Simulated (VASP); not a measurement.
## GePt: single point with PBE

The system is GePt, a slab with vacuum.

```
Ge Pt
1.0
     3.70100    0.00000    0.00000
     0.00000    5.73200    0.00000
     0.00000    0.00000   23.03616
Ge Pt
6 6
Direct
  0.75000 0.69500 0.32558
  0.75000 0.19500 0.41014
  0.25000 0.80500 0.45772
  0.25000 0.30500 0.54228
  0.75000 0.69500 0.58986
  0.75000 0.19500 0.67442
  0.25000 0.99000 0.35332
  0.25000 0.49000 0.38240
  0.75000 0.51000 0.48546
  0.75000 0.01000 0.51454
  0.25000 0.99000 0.61760
  0.25000 0.49000 0.64668
```

The cell isn't the ideal one: the (0 0 1) slab of GePt, cut from the database cell, not relaxed.

* Program: VASP 6.6.1
* Task: single point
* Functional: PBE
* Potentials or basis: VASP PAW PBE potentials, release 64 (Ge_d, Pt)
* Cutoff: 520 eV
* k mesh: 7 × 5 × 1
* Occupations: fermi-dirac, width 0.05 eV
* Spin: no spin polarisation
* Dipole correction: yes
* Further INCAR settings: ALGO = Normal; EDIFF = 1e-07; NBANDS = 84

```
Largest force          : 0.850 eV/Å
Band gap on the k mesh : none (metal or under the smearing width)
```

Forces in eV/Å, atoms in the order of the input:
```
Ge   0.000  0.024 -0.394
Ge   0.000 -0.305 -0.794
Ge   0.000  0.179 -0.401
Ge   0.000  0.179  0.401
Ge   0.000 -0.305  0.794
Ge   0.000  0.024  0.394
Pt   0.000 -0.096  0.825
Pt   0.000  0.376 -0.423
Pt   0.000 -0.177  0.385
Pt   0.000 -0.177 -0.385
Pt   0.000  0.376  0.423
Pt   0.000 -0.096 -0.825
```

Levels at points of the mesh, in eV from the Fermi level:
| k point | band 70 | band 71 | band 72 | band 73 | band 74 | band 75 |
| --- | --- | --- | --- | --- | --- | --- |
| (0.00, 0.00, 0.00) | -0.52 | -0.34 | 0.19 | 0.20 | 0.29 | 1.22 |

Wall time 9.8 min on 1 thread of Intel(R) Xeon(R) 6975P-C (Granite Rapids), with other jobs on the host, peak memory 0.72 GiB.

Spin-orbit coupling is left out, which matters for the levels of Pt.
